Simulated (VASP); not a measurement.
# SrO (relaxed from the zinc blende structure, space group F-43m): computed properties

All values below come from PBE GGA, VASP's PBE PAW potentials (set 64) (plane waves; VASP).

For SrO, the space group is F-43m (216) and the cell is a = b = c = 5.6274 Å, α = β = γ = 90.00°. The volume per atom is 22.28 Å³/atom and the band gap (over mesh and band path) is 2.46 eV. The smallest direct gap (over mesh and band path) is 3.26 eV and the band-edge character is indirect, W to Γ. The density is 3.86 g/cm³.

SrO is modelled in the cubic space group F-43m (No. 216), the zinc blende structure, Pearson symbol cF8. Conventional cell: a = b = c = 5.6274 Å, α = β = γ = 90.00°. Sr on 4a sees 4 O at 2.437 Å (tetrahedral). O on 4d is surrounded by 4 Sr at 2.437 Å (tetrahedral). (Neighbours: up to the widest gap in distance over summed covalent radii, below 1.35, at either atom; cation-cation and far metal-metal contacts left out.)
(The calculation used a cell of 2 atoms; values per cell refer to that cell.)

The structure was generated: SrO was put into the zinc blende type (F-43m), which need not be its known phase. It was relaxed first, which changed the volume by -19 %. Symmetry was kept, so distortions that lower it aren't found.
